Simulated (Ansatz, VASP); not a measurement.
# Cross-check of Ta (linear Ta chain) between VASP and Ansatz

Aim: how closely do two programs agree when they are given the same cell, functional and k mesh? The cell is taken from a series of runs on this material, whose earlier steps may have relaxed, scaled, displaced or heated it; both programs get it as it stands.

Calculated with Ansatz 0.2.0; plane waves, with VASP 6.6.1 beside it; RPBE.

**1. Set-up**

The cell holds 1 atom: 1 Ta. Cell: a = 7.500 Å, b = 7.500 Å, c = 3.176 Å, α = 90.0°, β = 90.0°, γ = 90.0°. Vacuum lies along a and b. The structure's axis is c.

**2. Ansatz: single point, RPBE**

Ansatz runs on its default PAW (the set named soft_2) files.

A single point takes one fixed geometry, so differences don't come from the geometry; what else differs is listed under the comparison.

Contents of input.yaml:

```yaml
crystal:
  lattice:
    - [7.5, 0.0, 0.0]
    - [0.0, 7.5, 0.0]
    - [0.0, 0.0, 3.1763697895]
  atoms:
    - { symbol: Ta, position: [0.5, 0.5, 0.0], spin: 0.51 }
magnetization:
  spin_polarized: true
kpoints:
  mp_grid: { grid: [1, 1, 26] }
scf:
  occupations: { method: fermi_dirac, width: 0.05 }
hamiltonian:
  xc: rpbe
output:
  transmission:
    e_range: [-2, 2]
    de: 0.035
    kmesh: [1, 1]
    reduced_basis: true
    leads: [[0, 0]]
  stress: true
```

The run is started by

```
$ ansatz run input.yaml --threads 4 --pin off --max-ram 8192MiB --backend cpu --events-out ev --progress --plain --runs-dir out
```

Numbers of over 12 decimals in the logs are rounded to 6 here.

Output:

```text
Engine: ansatz 0.2.0, x86_64-unknown-linux-gnu
Pseudopotentials: kind: paw
Pseudopotential: Ta, paw, valence charge 13, recommended cutoff 420 eV (normal), Ta.paw.azcp
Functional definition: RPBE
  parameter kappa = 0.804
  parameter beta = 0.066725
  exchange = rpbe_x(kappa = kappa, mu = beta*pi^2/3)
  correlation = pbe_c(beta = beta)
Crystal: 1 atoms, lattice volume = 178.671 Å³
Basis set: ecut = 420 eV, 3523 PW (Γ)
Bands: 11, of which v1, the nominal top of the filled ones, is band 7 counted from 1 (6 counted from 0)
Symmetry: 16 space group operations
Space group: P4/mmm (ITA 123), of the structure as read, at distance tolerance 5.6e-5 Å
Magnetic group: BNS 123.339 (UNI 999), of the structure as read, at distance tolerance 5.6e-5 Å
k-points: 14 of 26
Non-local potential: Ta, projectors of the file, l = 0: 3, l = 1: 2, l = 2: 2, l = 3: 1
PAW form: soft (Blöchl's): semilocal exchange-correlation on the pseudo side does not see the compensation charge
PAW frozen core: Ta, regenerated for the run's functional, and the local potential with it (the file was generated under x = pbe(κ = 0.804, μ = 0.219515), c = pbe(β = 0.066725))
PAW one-centre angular grid: Ta, 590 points (default); XC on 64 Gauss nodes
Initial density: superposition of atomic densities (neutral atoms: chi_scale 0, normalization atom)
Starting moments: Σ|m| = 0.51 μB on 1 of 1 site
Initial wavefunctions: pseudopotential atomic-orbital guess
Functional: x = rpbe, c = pbe(β = 0.066725)
SCF iter   1: F=—  HF=-9938.475285 eV  |F-HF|=—  |Δ(HF+E_count)|=         —  Δρ=1.23e-2 (↑7.32e-3 ↓1.23e-2)  dr2=6.91e-1  dr2_m=6.59e-2  M=1.247 μB ∫|m|=1.247 μB  β_m=0.30  ethr=3.10e-3  ⟨swp⟩=4.6  Hψ=1672  notcnv=0
Mixer restart at iter 1: flushing history
preconditioner: auto → LDOS  [metal: Δε(μ)=0.001 eV  Ē_g=2.430 eV  σ=0.050 eV  W_gap=0.01  n_scr=12 (ndim 8)  ℏωp=6.2 eV  f_vac=0.577  D(μ)=5.74/eV (n_scr^D=42)]
spin=Collinear: LDOS preconditioning applied to the charge; magnetization (m = ρ↑ − ρ↓) channel mixes plain (no charge-response kernel on spin).
SCF iter   2: F=—  HF=-9938.507843 eV  |F-HF|=—  |Δ(HF+E_count)|=   3.26e-2  Δρ=1.04e-2 (↑7.02e-3 ↓1.04e-2)  dr2=2.70e-1  dr2_m=9.19e-2  M=1.624 μB ∫|m|=1.624 μB  β_m=0.59  ethr=3.10e-3  ⟨swp⟩=2.0  Hψ=594  notcnv=0
SCF iter   3: F=—  HF=-9939.007277 eV  |F-HF|=—  |Δ(HF+E_count)|=         —  Δρ=1.64e-2 (↑1.64e-2 ↓1.51e-2)  dr2=9.66e-2  dr2_m=3.72e-1  M=3.483 μB ∫|m|=3.483 μB  β_m=1.00  ethr=2.08e-3  ⟨swp⟩=2.4  Hψ=517  notcnv=0
Mixer restart at iter 3: flushing history
SCF iter   4: F=—  HF=-9938.988780 eV  |F-HF|=—  |Δ(HF+E_count)|=   1.85e-2  Δρ=1.96e-3 (↑1.96e-3 ↓1.79e-3)  dr2=1.87e-2  dr2_m=3.76e-3  M=3.685 μB ∫|m|=3.685 μB  β_m=0.59  ethr=3.85e-4  ⟨swp⟩=2.8  Hψ=786  notcnv=0
SCF iter   5: F=—  HF=-9939.002805 eV  |F-HF|=—  |Δ(HF+E_count)|=   1.40e-2  Δρ=1.02e-3 (↑1.02e-3 ↓7.47e-4)  dr2=1.84e-3  dr2_m=1.06e-3  M=3.693 μB ∫|m|=3.693 μB  β_m=0.71  ethr=1.44e-4  ⟨swp⟩=2.0  Hψ=551  notcnv=0  defer=2
SCF iter   6: F=—  HF=-9939.008330 eV  |F-HF|=—  |Δ(HF+E_count)|=   5.52e-3  Δρ=4.26e-4 (↑4.26e-4 ↓2.79e-4)  dr2=2.20e-4  dr2_m=1.69e-4  M=3.697 μB ∫|m|=3.697 μB  β_m=0.86  ethr=1.42e-5  ⟨swp⟩=2.5  Hψ=554  notcnv=0  defer=2
SCF iter   7: F=—  HF=-9939.009212 eV  |F-HF|=—  |Δ(HF+E_count)|=   8.82e-4  Δρ=9.10e-5 (↑9.10e-5 ↓7.81e-5)  dr2=2.06e-5  dr2_m=9.31e-6  M=3.698 μB ∫|m|=3.698 μB  β_m=0.93  ethr=1.69e-6  ⟨swp⟩=2.1  Hψ=563  notcnv=0  defer=2
SCF iter   8: F=—  HF=-9939.009245 eV  |F-HF|=—  |Δ(HF+E_count)|=   3.25e-5  Δρ=1.56e-5 (↑1.56e-5 ↓1.53e-5)  dr2=4.72e-7  dr2_m=2.49e-7  M=3.697 μB ∫|m|=3.697 μB  β_m=0.96  ethr=1.58e-7  ⟨swp⟩=2.5  Hψ=497  notcnv=0  defer=2
SCF iter   9: F=—  HF=-9939.009246 eV  |F-HF|=—  |Δ(HF+E_count)|=   6.73e-7  Δρ=4.96e-6 (↑4.96e-6 ↓2.30e-6)  dr2=3.89e-8  dr2_m=1.53e-8  M=3.697 μB ∫|m|=3.697 μB  β_m=0.98  ethr=3.63e-9  ⟨swp⟩=2.2  Hψ=475  notcnv=0  defer=2
SCF iter  10: F=-9939.009246 eV  HF=-9939.009246 eV  |F-HF|=1.97e-8  |Δ(HF+E_count)|=   4.30e-8  Δρ=1.47e-6 (↑1.47e-6 ↓6.19e-7)  dr2=1.78e-9  dr2_m=1.23e-9  M=3.697 μB ∫|m|=3.697 μB  ethr=2.99e-10  ⟨swp⟩=4.4  Hψ=1450  notcnv=0
SCF 1 converged in 10 iterations: F = -9939.009246 eV  dr2 = 1.78e-9
  greatest PAW one-centre occupation: 0.999 electrons in one spin orbital (limit 2), on the Ta atom at site 0 (counted from 0), in its partial waves of l = 0
the search or the solves at the SCF's close seem to have found levels that the self-consistency loop had missed (the run counts 1). By its estimate they hold under 1e-12 electrons; where the run keeps them, the occupations were computed again with them
transmission: 8 of 48 steps passed
transmission: 12 of 48 steps passed
[...]
transmission: 48 of 48 steps passed
SCF converged after 10 iterations
Magnetization: 3.6974 μB (8.3487 up, 4.6513 down)
Absolute magnetization: 3.6974 μB (∫|ρ↑−ρ↓|, with the PAW one-centre terms)
Spin contamination: 0.0041 ħ² per cell (⟨S²⟩ above its minimum at these occupations)
Per-site moments (μB) at R_I (Å): [(2.459945, 1.310253)]
Free energy (F): -9939.009246 eV
Harris-Foulkes:  -9939.009246 eV  (|F-HF|=1.97e-8)
Internal energy: -9938.979688 eV  (E = F + TS)
E sigma→0 (E₀):  -9938.994467 eV
Entropy (-TS):   -0.029558 eV (-29.558 meV/atom)
Fermi energy:    -1.340195 eV
--- Per-component energies (eV) ---
  E_band       = -367.602196
  E_kinetic    = 360.558890
  E_local      = -2079.450808  (includes V_loc(G=0)·N_el)
  E_nonlocal   = 14.145399
  E_hartree    = 822.157581
  E_xc         = -213.869766
  E_vxc        = -197.016047  (∫ρ·V_xc dr)
  E_paw        = -8407.863190  (= ΣΔE_a)
  E_vpaw       = -110.155466  (= ΣTr[D̂ρ^β])
  E_aug_tail   = 0.000150  (compensation charges beyond the density's cutoff)
  E_ewald      = -434.630116
  E_core_change = -0.027827  (= ΣΔE_core)
  E_smearing   = -0.029558  (= −TS)
  E_closure    = -0.000000  (closes the sum)
  Σ components = -9939.009246   (vs F -9939.009246, Δ=0.00e0)
--- Stress (GPa, compression-positive) ---
       -0.201459      -0.000000       0.000000
       -0.000000      -0.201459       0.000000
        0.000000       0.000000      -3.464578
  P = ⅓ Tr σ = -1.2892 GPa (-12.892 kbar)
--- Band table (eV; the first three rows and the last of 28) ---
  k-point 0 ↑: bands = [... 3 lower, -36.5545, -5.4039, -2.5350, -1.8781, -1.8069, 0.0586, 0.0586, 0.1345]
  k-point 1 ↑: bands = [... 3 lower, -36.5586, -5.3629, -2.5163, -1.8697, -1.7988, -0.2034, -0.2034, 0.3901]
  k-point 2 ↑: bands = [... 3 lower, -36.5709, -5.2410, -2.4600, -1.8448, -1.7751, -0.5043, -0.5043, 0.6741]
  k-point 13 ↓: bands = [... 3 lower, -35.2673, -0.7764, -0.7764, 0.3617, 1.1873, 1.1921, 1.2006, 4.8482]
--- Transmission ---
  basis      : 497 plane waves across, 4 finite elements along
  points     : 1, standing for a mesh of 1 x 1
  filling    : by the input's occupations and mesh, since the crystals that have channels conduct as metals do. If one of these is a semiconductor, that mesh has misplaced its level
  energies   : 115 from -2.000000 to 1.990000 eV about the Fermi level, 0.035000 eV apart; the leads are filled to 0.000000 eV, and channels, transmission and decay are at -0.005000 eV
  crystal 0  : Ta1, at the sites [0, 0], period 3.1764 Å: whole cells are its period
    offset         : up to 0.0000 Å between an atom of the period and one for which it stands
    filled         : 11.0 meV under the level at which it is neutral
    channels       : 5.000000e0 up, 1.000000e0 down
    conductance    : 4.1192e14 S/m² at 300 K; may be off by some 0.0 % by where its bands' edges are placed, 0.2 % from the distance to neutral
```

In the SCF lines HF is the Harris–Foulkes energy and dr2 the Hartree energy of the density residual, in eV; the loop may stop once dr2 is under the threshold and the program's other checks hold. Hψ counts applications of the Hamiltonian.

**3. VASP: single point, RPBE**

The same cell, functional, mesh and smearing now go to VASP, with its own data sets.

Lines of VASP's logs that name or quote its potential files are left out, and so is its time.

Contents of INCAR:

```
SYSTEM = Ta
PREC = Accurate
ENCUT = 500
EDIFF = 1E-06
NELM = 200
ISMEAR = -1
SIGMA = 0.05
LREAL = .FALSE.
ALGO = Normal
GGA = RP
NBANDS = 14
ISPIN = 2
MAGMOM = 2.46
LASPH = .TRUE.
LMAXMIX = 4
LORBIT = 11
LWAVE = .FALSE.
LCHARG = .FALSE.
ISIF = 2
GGA_COMPAT = .FALSE.
```

Contents of POSCAR:

```
Ta
1.0
    7.5000000000      0.0000000000      0.0000000000
    0.0000000000      7.5000000000      0.0000000000
    0.0000000000      0.0000000000      3.1763697895
Ta
1
Direct
    0.5000000000      0.5000000000      0.0000000000
```

Contents of KPOINTS:

```
Automatic mesh
0
Gamma
1 1 26
0 0 0
```

PAW data sets: Ta_pv (PBE family, release 64).

The run is started by

```
$ mpirun -np 1 vasp_std
```

Output:

```text
[banner, memory and clock lines left out]
running    1 mpi-ranks, on    1 nodes
 distrk:  each k-point on    1 cores,    1 groups
 distr:  one band on    1 cores,    1 groups

 POSCAR found type information on POSCAR Ta
 POSCAR found :  1 types and       1 ions
|                                                                             |
|               ----> ADVICE to this user running VASP <----                  |
|                                                                             |
|     You enforced a specific xc type in the INCAR file but a different       |
|     [... a line on the potential file left out ...]
|     I HOPE YOU KNOW WHAT YOU ARE DOING!                                     |
|                                                                             |

 LDA part: xc-table for (Slater+PW92), standard interpolation
 POSCAR, INCAR and KPOINTS ok, starting setup
 FFT: planning ... GRIDC
 FFT: planning ... GRID_SOFT
 FFT: planning ... GRID
 WAVECAR not read
 entering main loop
       N       E                     dE             d eps       ncg     rms          rms(c)
DAV:   1     0.227147506903E+02    0.22715E+02   -0.51784E+03  1008   0.505E+02
DAV:   2    -0.311012952964E+01   -0.25825E+02   -0.23153E+02  1052   0.958E+01
DAV:   3    -0.525519237041E+01   -0.21451E+01   -0.19700E+01  1080   0.188E+01
DAV:   4    -0.529998116595E+01   -0.44789E-01   -0.44404E-01   874   0.263E+00
DAV:   5    -0.530094590333E+01   -0.96474E-03   -0.96455E-03   960   0.364E-01    0.658E+00
DAV:   6    -0.509301786513E+01    0.20793E+00   -0.83469E-01   824   0.517E+00    0.420E+00
DAV:   7    -0.536104523463E+01   -0.26803E+00   -0.24161E-01   790   0.191E+00    0.184E+00
DAV:   8    -0.541479486612E+01   -0.53750E-01   -0.53768E-02   792   0.103E+00    0.118E+00
DAV:   9    -0.549228772918E+01   -0.77493E-01   -0.34367E-02   792   0.957E-01    0.525E-01
DAV:  10    -0.553642342277E+01   -0.44136E-01   -0.25480E-02   784   0.746E-01    0.264E-01
DAV:  11    -0.553499368927E+01    0.14297E-02   -0.58575E-03   796   0.453E-01    0.134E-01
DAV:  12    -0.553570211201E+01   -0.70842E-03   -0.22226E-03   784   0.250E-01    0.441E-02
DAV:  13    -0.553581417469E+01   -0.11206E-03   -0.13683E-03   796   0.175E-01    0.551E-02
DAV:  14    -0.553575309778E+01    0.61077E-04   -0.10616E-03   784   0.184E-01    0.981E-03
DAV:  15    -0.553578066833E+01   -0.27571E-04   -0.12679E-03   784   0.182E-01    0.871E-03
DAV:  16    -0.553575087184E+01    0.29796E-04   -0.15442E-03   784   0.212E-01    0.536E-03
DAV:  17    -0.553572589259E+01    0.24979E-04   -0.16035E-03   784   0.217E-01    0.295E-03
DAV:  18    -0.553553800783E+01    0.18788E-03   -0.71744E-04   784   0.136E-01    0.115E-03
DAV:  19    -0.553553124814E+01    0.67597E-05   -0.17066E-04   784   0.615E-02    0.767E-04
DAV:  20    -0.553551503975E+01    0.16208E-04   -0.66685E-05   784   0.388E-02    0.417E-04
DAV:  21    -0.553551378926E+01    0.12505E-05   -0.11610E-05   808   0.170E-02    0.238E-04
DAV:  22    -0.553551317748E+01    0.61178E-06   -0.45000E-06   784   0.109E-02
   1 F= -.55355132E+01 E0= -.55207369E+01  d E =-.295525E-01  mag=     3.6970
```

From OUTCAR (step 3):

```text
ion  position               nearest neighbor table
   1  0.500  0.500  0.000-

  LATTYP: Found a simple tetragonal cell.
 ALAT       =     7.5000000000
 C/A-ratio  =     0.4235159719

 Subroutine GETGRP returns: Found 16 space group operations
 (whereof 16 operations were pure point group operations)

The static configuration has the point symmetry D_4h.

 Found     14 irreducible k-points:

   k-points           NKPTS =     14   k-points in BZ     NKDIM =     14   number of bands    NBANDS=     14

   dimension x,y,z NGX =    56 NGY =   56 NGZ =   24
   dimension x,y,z NGXF=   112 NGYF=  112 NGZF=   48

   ENCUT  =  500.0 eV  36.75 Ry    6.06 a.u.  13.67 13.67  5.79*2*pi/ulx,y,z

   NELECT =      11.0000    total number of electrons

 k-points in reciprocal lattice and weights: Automatic mesh
   0.00000000  0.00000000  0.00000000       0.038
   0.00000000  0.00000000  0.03846154       0.077
   0.00000000  0.00000000  0.07692308       0.077
   0.00000000  0.00000000  0.11538462       0.077
   0.00000000  0.00000000  0.15384615       0.077
   0.00000000  0.00000000  0.19230769       0.077
   0.00000000  0.00000000  0.23076923       0.077
   0.00000000  0.00000000  0.26923077       0.077
   0.00000000  0.00000000  0.30769231       0.077
[...]
0.00000000  0.00000000  0.46153846       0.077
   0.00000000  0.00000000  0.50000000       0.038

 average (electrostatic) potential at core
       1 -46.0354

 E-fermi :  -2.6723

 spin component 1
 k-point     1 :       0.0000    0.0000    0.0000
  band No.  band energies     occupation
    ...
      3     -37.9477      1.00000
      4      -6.7379      1.00000
      5      -3.8672      1.00000
      6      -3.2085      0.99998
      7      -3.1382      0.99991
      8      -1.2701      0.00000
      9      -1.2701      0.00000
     10      -1.2030      0.00000
     11      -1.2030      0.00000
     12       0.6535      0.00000
    ...

 k-point     2 :       0.0000    0.0000    0.0385
  band No.  band energies     occupation
    ...
      3     -37.9518      1.00000
      4      -6.6968      1.00000
      5      -3.8484      1.00000
      6      -3.2001      0.99997
      7      -3.1302      0.99989
      8      -1.5359      0.00000
      9      -1.5359      0.00000
     10      -0.9435      0.00000
     11      -0.9435      0.00000
     12       0.6728      0.00000
    ...

 k-point     3 :       0.0000    0.0000    0.0769
  band No.  band energies     occupation
    ...
      3     -37.9639      1.00000
      4      -6.5749      1.00000
      5      -3.7923      1.00000
      6      -3.1752      0.99996
      7      -3.1064      0.99983
      8      -1.8370      0.00000
      9      -1.8370      0.00000
     10      -0.6592      0.00000
     11      -0.6592      0.00000
     12       0.7304      0.00000
    ...

 k-point     4 :       0.0000    0.0000    0.1154
  band No.  band energies     occupation
    ...
      3     -37.9834      1.00000
      4      -6.3754      1.00000
      5      -3.6989      1.00000
      6      -3.1349      0.99990
      7      -3.0680      0.99963
      8      -2.1391      0.00002
      9      -2.1391      0.00002
     10      -0.3776      0.00000
     11      -0.3776      0.00000
     12       0.8265      0.00000
    ...

 k-point     5 :       0.0000    0.0000    0.1538
  band No.  band energies     occupation
    ...
      3     -38.0088      1.00000
      4      -6.1044      1.00000
      5      -3.5687      1.00000
      6      -3.0809      0.99972
      7      -3.0166      0.99898
      8      -2.4363      0.00885
      9      -2.4363      0.00885
     10      -0.0951      0.00000
     11      -0.0951      0.00000
     12       0.9608      0.00000
    ...

 k-point     6 :       0.0000    0.0000    0.1923
  band No.  band energies     occupation
    ...
      5      -3.4019      1.00000
      6      -3.0158      0.99896
      7      -2.9545      0.99648
      8      -2.7222      0.73080
      9      -2.7222      0.73080
     10       0.1921      0.00000
     11       0.1921      0.00000
     12       1.1336      0.00000
     13       2.5924      0.00000
     14       4.1014      0.00000

  Total       -0.2309153     -0.2309153     -3.8734783      0.0000000      0.0000000      0.0000000
  in kB       -2.0706640     -2.0706640    -34.7342659      0.0000000      0.0000000      0.0000000
  external PRESSURE =     -12.9585313 kB  Pullay stress =       0.0000000 kB

  energy-cutoff  :      500.00
  volume of cell :      178.67
      direct lattice vectors                 reciprocal lattice vectors
     7.500000000  0.000000000  0.000000000     0.133333333  0.000000000  0.000000000
     0.000000000  7.500000000  0.000000000     0.000000000  0.133333333  0.000000000
     0.000000000  0.000000000  3.176369789     0.000000000  0.000000000  0.314824805

 POSITION                                       TOTAL-FORCE (eV/Angst)
 -----------------------------------------------------------------------------------
      3.75000      3.75000      0.00000         0.000000      0.000000      0.000000
 -----------------------------------------------------------------------------------
    total drift:                                0.000000      0.000000      0.000000

  FREE ENERGIE OF THE ION-ELECTRON SYSTEM (eV)
  ---------------------------------------------------
  free  energy   TOTEN  =        -5.5355131775 eV

  energy  without entropy=       -5.5059606844  energy(sigma->0) =       -5.52073693

 total charge
# of ion       s       p       d       tot
------------------------------------------
    1        0.397   5.947   2.228   8.572

 magnetization (x)
# of ion       s       p       d       tot
------------------------------------------
    1        0.110   0.018   2.115   2.243

[... 6 further parts left out ...]
```

**4. Comparison**

Known differences besides the potentials themselves: VASP starts from the moments at which Ansatz ended; the data sets hold 13 valence electrons in Ansatz (on its default PAW (the set named soft_2) files) and 11 in VASP; the cutoff is 420 eV in Ansatz and 500 eV in VASP; Ansatz makes its cores anew for this functional, VASP keeps those of its PBE data sets; site moments are counted in spheres of each program's own size. Total energies have different zeros and are not compared.

The two programs side by side:

```
          quantity  Ansatz   VASP  difference
    pressure (GPa)   -1.29  -1.30       +0.01
 total moment (μB)    3.70   3.70        0.00
moment on Ta1 (μB)    2.46   2.24       +0.22
```

**5. Results**

* difference in total moment (single point, RPBE): 4.1e-4 μB

**Reading.** The difference in total moment is 4.1e-4 μB (single point, RPBE). The data sets hold unlike numbers of valence electrons (13 in Ansatz and 11 in VASP), so part of the differences may come from the potentials. Such differences can come from data sets, numerical settings and the points named under the comparisons, not from the functional's error against experiment.

[Lines on the potential files, build, host, timing and source positions are cut from VASP's logs without a mark.]

[Logs are printed without paths, hosts, clocks, repeated set-up lines and the standing remarks that a program may print on its own settings, such as how far it seeks lower states.]

[Hosts, paths, dates, database ids (printed as entryN), source tags and the programs' standing remarks are cut or masked in the printed files.]
